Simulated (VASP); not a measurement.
Given:

```
SnSi3
1.0
    5.70197    -0.01354    -0.01354
   -0.01354     5.70197    -0.01354
   -0.01354    -0.01354     5.70197
Sn Si
2 6
Direct
  0.98808   0.98808   0.98808
  0.26192   0.26192   0.26192
  0.51097   0.51097   0.98767
  0.73903   0.73903   0.26233
  0.51097   0.98767   0.51097
  0.73903   0.26233   0.73903
  0.98767   0.51097   0.51097
  0.26233   0.73903   0.73903
```

Method: PBEsol GGA, VASP's PBE PAW potentials (set 64) (plane waves; VASP). Numerical set-up: 400 eV cut-off, 5×5×5 Γ-centred mesh, tetrahedra with Blöchl corrections, potentials Sn_d Si.

The cores are frozen, which limits the accuracy of field gradients.

Give the principal components of the electric field gradient (V/Å²) and the asymmetry η at each nucleus.

| atom | Vxx | Vyy | Vzz | η |
|---|---|---|---|---|
| Sn1 | 5.7 | 5.7 | -11.3 | 0.00 |
| Sn2 | 5.7 | 5.7 | -11.3 | 0.00 |
| Si3 | 1.0 | 0.4 | -1.4 | 0.37 |
| Si4 | 1.0 | 0.4 | -1.4 | 0.37 |
| Si5 | 1.0 | 0.4 | -1.4 | 0.37 |
| Si6 | 1.0 | 0.4 | -1.4 | 0.37 |
| Si7 | 1.0 | 0.4 | -1.4 | 0.37 |
| Si8 | 1.0 | 0.4 | -1.4 | 0.37 |

The structure was generated: Sn2Si6 was put into an ordered model structure (R-3m), which need not be its known phase. It was relaxed first.
